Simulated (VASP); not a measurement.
Here is the system:

```
CELL_PARAMETERS angstrom
      6.23908     0.00000     0.00000
      0.00000     6.23908     0.00000
      0.00000     0.00000     6.23908
ATOMIC_POSITIONS crystal
  Na 0.75000 0.75000 0.75000
  Na 0.75000 0.25000 0.25000
  Na 0.25000 0.75000 0.25000
  Na 0.25000 0.25000 0.75000
  S  0.00000 0.00000 0.00000
  S  0.50000 0.50000 0.50000
```

Computed with PBE GGA, VASP's PBE PAW potentials (set 64) (plane waves; VASP). Numerical set-up: 300 eV cut-off, 3×3×3 Γ-centred mesh, Fermi-Dirac smearing of 0.10 eV, potentials Na_pv S.

At this cut-off the stress carries a Pulay error, which pulls relaxed volumes low.

### Question
Give the stress tensor in GPa (positive for a compressed cell).

### Answer

```
-1.44   0.00   0.00
 0.00  -1.44   0.00
 0.00   0.00  -1.44
```
The pressure is its mean diagonal, -1.44 GPa.

The structure was generated: Na2S was put into an ordered model structure, which need not be its known phase. The cell was not relaxed at this level.
